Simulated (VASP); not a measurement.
All values below come from PBE GGA, VASP's PBE PAW potentials (set 64) (plane waves; VASP).

A VASP calculation is set up with these files.

POSCAR:
```
CaGa35N36
1.0
  4.8683178927  -8.4321738171   0.0000000000
  4.8683178927   8.4321738171   0.0000000000
  0.0000000000   0.0000000000  10.5562839806
Ga N Ca
35 36 1
direct
  0.2222220000   0.1111110000   0.2500000000
  0.1111110000   0.2222220000   0.0000000000
  0.2222220000   0.1111110000   0.7500000000
  0.1075820000   0.2211740000   0.4992540000
  0.2161800000   0.4414330000   0.2457970000
  0.1111110000   0.5555560000   0.0000000000
  0.2260990000   0.4435850000   0.7485860000
  0.1102450000   0.5540330000   0.5045960000
  0.2222220000   0.7777780000   0.2500000000
  0.1111110000   0.8888890000   0.0000000000
  0.2222220000   0.7777780000   0.7500000000
  0.1111110000   0.8888890000   0.5000000000
  0.5555560000   0.1111110000   0.2500000000
  0.4444440000   0.2222220000   0.0000000000
  0.5555560000   0.1111110000   0.7500000000
  0.4461440000   0.2185300000   0.4976840000
  0.5575120000   0.4476160000   0.2539430000
  0.4444440000   0.5555560000   0.0000000000
  0.5498240000   0.4400290000   0.7534860000
  0.5602940000   0.7819460000   0.2489580000
  0.4444440000   0.8888890000   0.0000000000
  0.5493940000   0.7740510000   0.7528080000
  0.4446970000   0.8860930000   0.4977150000
  0.8888890000   0.1111110000   0.2500000000
  0.7777780000   0.2222220000   0.0000000000
  0.8888890000   0.1111110000   0.7500000000
  0.7777780000   0.2222220000   0.5000000000
  0.8888890000   0.4444440000   0.2500000000
  0.7777780000   0.5555560000   0.0000000000
  0.8888890000   0.4444440000   0.7500000000
  0.7758290000   0.5530480000   0.4974090000
  0.8888890000   0.7777780000   0.2500000000
  0.7777780000   0.8888890000   0.0000000000
  0.8888890000   0.7777780000   0.7500000000
  0.7772860000   0.8904000000   0.5000870000
  0.2222220000   0.1111110000   0.4385000000
  0.1111110000   0.2222220000   0.1885000000
  0.2222220000   0.1111110000   0.9385000000
  0.1111110000   0.2222220000   0.6885000000
  0.2230530000   0.4445900000   0.4340300000
  0.1111110000   0.5555560000   0.1885000000
  0.2222220000   0.4444440000   0.9385000000
  0.1111110000   0.5555560000   0.6885000000
  0.2222220000   0.7777780000   0.4385000000
  0.1111110000   0.8888890000   0.1885000000
  0.2222220000   0.7777780000   0.9385000000
  0.1111110000   0.8888890000   0.6885000000
  0.5555560000   0.1111110000   0.4385000000
  0.4444440000   0.2222220000   0.1885000000
  0.5555560000   0.1111110000   0.9385000000
  0.4444440000   0.2222220000   0.6885000000
  0.5519610000   0.4441200000   0.4357410000
  0.4444440000   0.5555560000   0.1885000000
  0.5555560000   0.4444440000   0.9385000000
  0.4470490000   0.5578830000   0.6904340000
  0.5553230000   0.7724720000   0.4391340000
  0.4444440000   0.8888890000   0.1885000000
  0.5555560000   0.7777780000   0.9385000000
  0.4444440000   0.8888890000   0.6885000000
  0.8888890000   0.1111110000   0.4385000000
  0.7777780000   0.2222220000   0.1885000000
  0.8888890000   0.1111110000   0.9385000000
  0.7777780000   0.2222220000   0.6885000000
  0.8888890000   0.4444440000   0.4385000000
  0.7777780000   0.5555560000   0.1885000000
  0.8888890000   0.4444440000   0.9385000000
  0.7777780000   0.5555560000   0.6885000000
  0.8888890000   0.7777780000   0.4385000000
  0.7777780000   0.8888890000   0.1885000000
  0.8888890000   0.7777780000   0.9385000000
  0.7777780000   0.8888890000   0.6885000000
  0.4397140000   0.5552520000   0.4992920000
```

File KPOINTS:
```
Automatic mesh
0
Gamma
1 1 1
0 0 0
```

### INCAR
```
SYSTEM = CaGa35N36
PREC = Normal; ENCUT = 400; LREAL = Auto
LASPH = .True.; ISYM = 0; NELECT = 296.0
EDIFF = 1E-5; NELM = 100; NELMIN = 4
ALGO = Fast; LMAXMIX = 4
ISMEAR = 0; SIGMA = 0.05
GGA = PE
IBRION = 2; NSW = 60; ISIF = 2
EDIFFG = -0.03
LWAVE = .True.; LCHARG = .False.
```

POTCAR, in this order: Ga N Ca_sv (PBE.64 set). Program: vasp_gam.

Output of the run:

File OSZICAR:
```
...
RMM:  11    -0.427759612261E+03   -0.79612E-06   -0.55295E-05   320   0.104E-02
   4 F= -.42775961E+03 E0= -.42775961E+03  d E =-.304108E+00
       N       E                     dE             d eps       ncg     rms          rms(c)
DAV:   1    -0.427760746215E+03   -0.11348E-02   -0.27365E-01   436   0.120E+00    0.109E-01
RMM:   2    -0.427761070871E+03   -0.32466E-03   -0.57264E-03   378   0.163E-01    0.556E-02
RMM:   3    -0.427761091818E+03   -0.20947E-04   -0.10777E-03   421   0.607E-02    0.398E-02
RMM:   4    -0.427761065086E+03    0.26732E-04   -0.27319E-04   384   0.311E-02    0.148E-02
RMM:   5    -0.427761064287E+03    0.79902E-06   -0.54280E-05   296   0.138E-02
   5 F= -.42776106E+03 E0= -.42776106E+03  d E =-.305560E+00
       N       E                     dE             d eps       ncg     rms          rms(c)
DAV:   1    -0.427789165630E+03   -0.28101E-01   -0.14223E+01   388   0.925E+00    0.652E-01
RMM:   2    -0.427807217828E+03   -0.18052E-01   -0.23981E-01   374   0.106E+00    0.288E-01
RMM:   3    -0.427807996829E+03   -0.77900E-03   -0.36406E-02   409   0.396E-01    0.202E-01
RMM:   4    -0.427806802833E+03    0.11940E-02   -0.84037E-03   401   0.188E-01    0.626E-02
RMM:   5    -0.427806930514E+03   -0.12768E-03   -0.21692E-03   496   0.861E-02    0.391E-02
RMM:   6    -0.427806959943E+03   -0.29429E-04   -0.66551E-04   493   0.422E-02    0.237E-02
RMM:   7    -0.427806957214E+03    0.27294E-05   -0.17824E-04   456   0.219E-02    0.995E-03
RMM:   8    -0.427806962897E+03   -0.56834E-05   -0.83700E-05   328   0.127E-02
   6 F= -.42780696E+03 E0= -.42780696E+03  d E =-.458986E-01
       N       E                     dE             d eps       ncg     rms          rms(c)
DAV:   1    -0.427807522156E+03   -0.56494E-03   -0.77531E-01   420   0.216E+00    0.153E-01
RMM:   2    -0.427808517219E+03   -0.99506E-03   -0.13215E-02   378   0.248E-01    0.670E-02
RMM:   3    -0.427808563614E+03   -0.46395E-04   -0.20231E-03   415   0.932E-02    0.475E-02
RMM:   4    -0.427808501502E+03    0.62112E-04   -0.50676E-04   416   0.451E-02    0.155E-02
RMM:   5    -0.427808509279E+03   -0.77772E-05   -0.13032E-04   435   0.206E-02    0.947E-03
RMM:   6    -0.427808511262E+03   -0.19825E-05   -0.43939E-05   277   0.106E-02
   7 F= -.42780851E+03 E0= -.42780851E+03  d E =-.474470E-01
       N       E                     dE             d eps       ncg     rms          rms(c)
DAV:   1    -0.427816388863E+03   -0.78796E-02   -0.19400E+00   388   0.357E+00    0.273E-01
RMM:   2    -0.427818956756E+03   -0.25679E-02   -0.38293E-02   370   0.452E-01    0.129E-01
RMM:   3    -0.427819262613E+03   -0.30586E-03   -0.73910E-03   434   0.173E-01    0.965E-02
RMM:   4    -0.427819089999E+03    0.17261E-03   -0.12509E-03   397   0.768E-02    0.320E-02
RMM:   5    -0.427819097211E+03   -0.72120E-05   -0.32993E-04   446   0.367E-02    0.225E-02
RMM:   6    -0.427819096505E+03    0.70633E-06   -0.21770E-04   435   0.238E-02    0.143E-02
RMM:   7    -0.427819092925E+03    0.35793E-05   -0.38246E-05   298   0.122E-02
   8 F= -.42781909E+03 E0= -.42781909E+03  d E =-.105817E-01
       N       E                     dE             d eps       ncg     rms          rms(c)
DAV:   1    -0.427819331900E+03   -0.23540E-03   -0.87065E-02   436   0.754E-01    0.584E-02
RMM:   2    -0.427819447744E+03   -0.11584E-03   -0.17509E-03   374   0.960E-02    0.272E-02
RMM:   3    -0.427819463351E+03   -0.15607E-04   -0.34889E-04   445   0.373E-02    0.205E-02
RMM:   4    -0.427819456145E+03    0.72059E-05   -0.59793E-05   369   0.164E-02
   9 F= -.42781946E+03 E0= -.42781946E+03  d E =-.109449E-01
       N       E                     dE             d eps       ncg     rms          rms(c)
DAV:   1    -0.427824131699E+03   -0.46683E-02   -0.11780E+00   388   0.277E+00    0.186E-01
RMM:   2    -0.427825400324E+03   -0.12686E-02   -0.18760E-02   370   0.316E-01    0.862E-02
RMM:   3    -0.427825541777E+03   -0.14145E-03   -0.33917E-03   415   0.122E-01    0.624E-02
RMM:   4    -0.427825474616E+03    0.67161E-04   -0.59596E-04   390   0.522E-02    0.199E-02
RMM:   5    -0.427825484356E+03   -0.97402E-05   -0.16201E-04   452   0.248E-02    0.101E-02
RMM:   6    -0.427825486586E+03   -0.22308E-05   -0.48037E-05   306   0.121E-02
  10 F= -.42782549E+03 E0= -.42782549E+03  d E =-.603044E-02
       N       E                     dE             d eps       ncg     rms          rms(c)
DAV:   1    -0.427825898713E+03   -0.41436E-03   -0.18378E-01   420   0.110E+00    0.732E-02
RMM:   2    -0.427826099730E+03   -0.20102E-03   -0.29173E-03   372   0.124E-01    0.342E-02
RMM:   3    -0.427826122822E+03   -0.23092E-04   -0.52934E-04   421   0.483E-02    0.245E-02
RMM:   4    -0.427826113556E+03    0.92655E-05   -0.97183E-05   390   0.209E-02
  11 F= -.42782611E+03 E0= -.42782611E+03  d E =-.665741E-02
       N       E                     dE             d eps       ncg     rms          rms(c)
DAV:   1    -0.427827790874E+03   -0.16681E-02   -0.83010E-01   372   0.232E+00    0.160E-01
RMM:   2    -0.427828794284E+03   -0.10034E-02   -0.13994E-02   370   0.271E-01    0.756E-02
RMM:   3    -0.427828910510E+03   -0.11623E-03   -0.25859E-03   414   0.104E-01    0.539E-02
RMM:   4    -0.427828857477E+03    0.53033E-04   -0.46268E-04   387   0.452E-02    0.170E-02
RMM:   5    -0.427828863647E+03   -0.61704E-05   -0.12239E-04   420   0.209E-02    0.928E-03
RMM:   6    -0.427828864553E+03   -0.90592E-06   -0.36101E-05   264   0.104E-02
  12 F= -.42782886E+03 E0= -.42782886E+03  d E =-.275100E-02
       N       E                     dE             d eps       ncg     rms          rms(c)
DAV:   1    -0.427828868239E+03   -0.45918E-05   -0.13967E-03   420   0.947E-02    0.732E-03
RMM:   2    -0.427828870223E+03   -0.19842E-05   -0.25145E-05   247   0.114E-02    0.372E-03
RMM:   3    -0.427828870519E+03   -0.29576E-06   -0.44253E-06   219   0.485E-03    0.234E-03
RMM:   4    -0.427828870547E+03   -0.28223E-07   -0.14345E-06   173   0.249E-03
  13 F= -.42782887E+03 E0= -.42782887E+03  d E =-.275699E-02
       N       E                     dE             d eps       ncg     rms          rms(c)
DAV:   1    -0.427829296843E+03   -0.42632E-03   -0.53920E-01   372   0.189E+00    0.130E-01
RMM:   2    -0.427830018957E+03   -0.72211E-03   -0.93852E-03   370   0.219E-01    0.556E-02
RMM:   3    -0.427830093221E+03   -0.74264E-04   -0.15476E-03   412   0.829E-02    0.419E-02
RMM:   4    -0.427830054615E+03    0.38606E-04   -0.28230E-04   385   0.363E-02    0.131E-02
RMM:   5    -0.427830058516E+03   -0.39016E-05   -0.72388E-05   363   0.168E-02
  14 F= -.42783006E+03 E0= -.42783006E+03  d E =-.118797E-02
       N       E                     dE             d eps       ncg     rms          rms(c)
DAV:   1    -0.427830059313E+03   -0.46983E-05   -0.23853E-05   332   0.120E-02    0.471E-03
RMM:   2    -0.427830059228E+03    0.85038E-07   -0.61017E-06   222   0.594E-03    0.244E-03
RMM:   3    -0.427830059312E+03   -0.83874E-07   -0.21930E-06   198   0.300E-03    0.105E-03
RMM:   4    -0.427830059339E+03   -0.26906E-07   -0.43589E-07    98   0.166E-03
  15 F= -.42783006E+03 E0= -.42783006E+03  d E =-.118879E-02
       N       E                     dE             d eps       ncg     rms          rms(c)
DAV:   1    -0.427830194140E+03   -0.13483E-03   -0.14682E-01   372   0.980E-01    0.742E-02
RMM:   2    -0.427830404744E+03   -0.21060E-03   -0.28266E-03   370   0.122E-01    0.337E-02
RMM:   3    -0.427830431115E+03   -0.26371E-04   -0.50882E-04   423   0.459E-02    0.249E-02
RMM:   4    -0.427830419855E+03    0.11260E-04   -0.86943E-05   380   0.203E-02    0.827E-03
RMM:   5    -0.427830420349E+03   -0.49335E-06   -0.18829E-05   232   0.946E-03
  16 F= -.42783042E+03 E0= -.42783042E+03  d E =-.361010E-03
```

OUTCAR:
```
------------------------ aborting loop because EDIFF is reached ----------------------------------------
  FORCE on cell =-STRESS in cart. coord.  units (eV):
  Direction    XX          YY          ZZ          XY          YZ          ZX
  --------------------------------------------------------------------------------------
  Total       11.2045760     11.4100891     -0.7942608     -0.0017054     -0.0708773     -0.0101709
  in kB       20.7131651     21.0930838     -1.4682980     -0.0031527     -0.1310263     -0.0188023
  external PRESSURE =      13.4459836 kB  Pullay stress =       0.0000000 kB
  volume of cell :      866.68
      direct lattice vectors                 reciprocal lattice vectors
     4.868317893 -8.432173817  0.000000000     0.102704879 -0.059296690  0.000000000
     4.868317893  8.432173817  0.000000000     0.102704879  0.059296690  0.000000000
     0.000000000  0.000000000 10.556283981     0.000000000  0.000000000  0.094730305
  FREE ENERGIE OF THE ION-ELECTRON SYSTEM (eV)
  ---------------------------------------------------
  free  energy   TOTEN  =      -427.8304203488 eV

  energy  without entropy=     -427.8304203488  energy(sigma->0) =     -427.83042035

 reached required accuracy - stopping structural energy minimisation
```
(Selected blocks of OUTCAR.)

CONTCAR:
```
CaGa35N36
   1.00000000000000
     4.8683178927000004   -8.4321738171000007    0.0000000000000000
     4.8683178927000004    8.4321738171000007    0.0000000000000000
     0.0000000000000000    0.0000000000000000   10.5562839805999999
  Ga              N               Ca
    35    36     1
Direct
     0.2220948576245874    0.1109479093093057    0.2505471790002545
     0.1098820571677738    0.2201964298898521    0.9998980857084481
     0.2221427490951378    0.1110005308081091    0.7488761844175290
     0.1079457790251875    0.2214656102358667    0.4992397555746191
     0.2169262347131640    0.4417495902967896    0.2472420526257036
     0.1098115405307593    0.5562185827205456    0.9999357485770997
     0.2217056929519968    0.4440236186473863    0.7553234187597720
     0.1079331200539837    0.5527860411605042    0.4991744584838231
     0.2222386667165024    0.7777643306578209    0.2505509150827493
     0.1110249899186734    0.8887176598841835    0.9997025578668380
     0.2221983527592017    0.7772861246633344    0.7488497519846117
     0.1109367634250140    0.8885670256653286    0.4994019664571786
     0.5549478567476144    0.1106977073388501    0.2512492738021492
     0.4436109066097324    0.2202265400664304    0.9999319785309685
     0.5554812271366798    0.1107388554327604    0.7491340461479669
     0.4465223742183427    0.2216508368852689    0.4993937571565477
     0.5576204876423563    0.4417566406207023    0.2474205488123787
     0.4442430077148438    0.5554173138242401    0.0000490083726734
     0.5552641347071792    0.4439528467439079    0.7553047173443725
     0.5578379962768607    0.7823771334259559    0.2474164282083815
     0.4437130566338328    0.8899622101978673    0.0000161598802850
     0.5554404872713423    0.7774032615957608    0.7553168334016588
     0.4468338086620757    0.8912162211757341    0.4992607079636793
     0.8889676407046619    0.1107162540351778    0.2511408276351759
     0.7777783864239838    0.2222220390382980    0.0001759175815529
     0.8886266061397452    0.1108515871889145    0.7490433592936453
     0.7774707765085502    0.2219076952297803    0.4983823135144393
     0.8889469245083160    0.4449554333003927    0.2512320643879821
     0.7794274868794667    0.5561548798986408    0.0000974214336401
     0.8884916019575820    0.4440694357033289    0.7490590790045775
     0.7773102461331904    0.5527483233365960    0.4992314309074221
     0.8888499919573497    0.7777754560024107    0.2505821653136462
     0.7796065501895273    0.8900532127856327    0.9999531041577941
     0.8884599291542032    0.7773298573803978    0.7489547253444613
     0.7775009199592403    0.8909874941277732    0.4992380592870663
     0.2222002142866510    0.1113059302917295    0.4390119442208350
     0.1096466103371913    0.2190217707899716    0.1864881856712987
     0.2218153314365947    0.1103386512737382    0.9370627735311980
     0.1112084665554522    0.2225511537268538    0.6887990415030271
     0.1951134158989865    0.4306761797321938    0.4294071257741041
     0.1096690725441778    0.5572038450216013    0.1865409759184366
     0.2192912254523618    0.4429438217890522    0.9435090242752380
     0.1110617514318746    0.5548881946054131    0.6887519491413858
     0.2223544580509556    0.7772576035917974    0.4390177641146010
     0.1110539015025975    0.8888085413438283    0.1883312745239000
     0.2219227350506488    0.7779893501259960    0.9370275683579081
     0.1109621350625791    0.8885844614797073    0.6876662175539127
     0.5549347742076954    0.1105728937021509    0.4388746545658317
     0.4426507638337039    0.2191016450265088    0.1865683823546214
     0.5562063581730889    0.1113740770215744    0.9373014220909176
     0.4445919250867273    0.2224695067485101    0.6889026600506907
     0.5678351006656697    0.4311562094910242    0.4297075499585089
     0.4441162019325626    0.5552914132003894    0.1907635328736093
     0.5567320066664507    0.4429824446591555    0.9435036889222245
     0.4440985716502937    0.5551624475238406    0.7125300793276270
     0.5680699053350078    0.8028905542050948    0.4297333211485856
     0.4428263275326429    0.8900475157135186    0.1866024649005505
     0.5568507279253213    0.7803621694132019    0.9434477654193895
     0.4446734568673976    0.8882510485902253    0.6888864614450815
     0.8885869355500493    0.1103515837408077    0.4387813143110147
     0.7777074104591437    0.2222154664312496    0.1886804976571013
     0.8885053875494655    0.1113891727684123    0.9371878599872510
     0.7776172359375323    0.2219639154474652    0.6873531399035537
     0.8885137448034033    0.4445359253093765    0.4388274162120758
     0.7803942574831028    0.5571664319084758    0.1866600879523131
     0.8884187202119566    0.4437458583906171    0.9372315354876767
     0.7768519658534702    0.5549795958032433    0.6888311384520432
     0.8881771834894224    0.7772283780490140    0.4390060620205939
     0.7805645701044860    0.8900571858465368    0.1865704024670425
     0.8893800287432257    0.7779788889821474    0.9371259966806160
     0.7770158754015741    0.8883098892100179    0.6888505568743294
     0.4432180388078623    0.5547625897717117    0.4970861623297517
```

OUTCAR:
```
 val. band max:        2.8850784598   @ k =   0.0000   0.0000   0.0000

 cond. band min:       4.3464129488   @ k =   0.0000   0.0000   0.0000


 Fermi energy:         3.2404723590

 k-point     1 :       0.0000    0.0000    0.0000
  band No.  band energies     occupation
      1     -34.5575      2.00000
      2     -15.9179      2.00000
      3     -15.9171      2.00000
      4     -15.8787      2.00000
      5     -12.8441      2.00000
      6     -11.9739      2.00000
      7     -11.9566      2.00000
      8     -11.6265      2.00000
      9     -11.6160      2.00000
     10     -11.6157      2.00000
     11     -11.5404      2.00000
     12     -11.5398      2.00000
     13     -11.3728      2.00000
     14     -10.9593      2.00000
     15     -10.9471      2.00000
     16     -10.9419      2.00000
     17     -10.9417      2.00000
     18     -10.9335      2.00000
     19     -10.9326      2.00000
     20     -10.9089      2.00000
     21     -10.9079      2.00000
     22     -10.7741      2.00000
     23     -10.7728      2.00000
     24     -10.7416      2.00000
     25     -10.6388      2.00000
     26     -10.4087      2.00000
     27     -10.2461      2.00000
     28     -10.2457      2.00000
     29     -10.2018      2.00000
     30     -10.1631      2.00000
     31     -10.1419      2.00000
     32     -10.0824      2.00000
     33     -10.0758      2.00000
     34     -10.0753      2.00000
     35     -10.0637      2.00000
     36     -10.0631      2.00000
     37      -9.7707      2.00000
     38      -9.6003      2.00000
     39      -9.5962      2.00000
     40      -9.5758      2.00000
     41      -4.0074      2.00000
     42      -3.3393      2.00000
     43      -3.2872      2.00000
     44      -3.2866      2.00000
     45      -3.2347      2.00000
     46      -3.1256      2.00000
     47      -3.1190      2.00000
     48      -3.1188      2.00000
     49      -3.0941      2.00000
     50      -3.0936      2.00000
     51      -2.8939      2.00000
...
```

At this cut-off the stress carries a Pulay error, which pulls relaxed volumes low. The cell is charged, with a uniform compensating background. The supercell is sampled at Γ alone, which is coarse: total energies, pressure and levels can be off, energies of defects by several tenths of an eV.

The cell is a supercell with a defect, built from GaN (wurtzite): Ca_Ga, charge -1. The run is not spin-polarised, so no state with unpaired spins was tried.
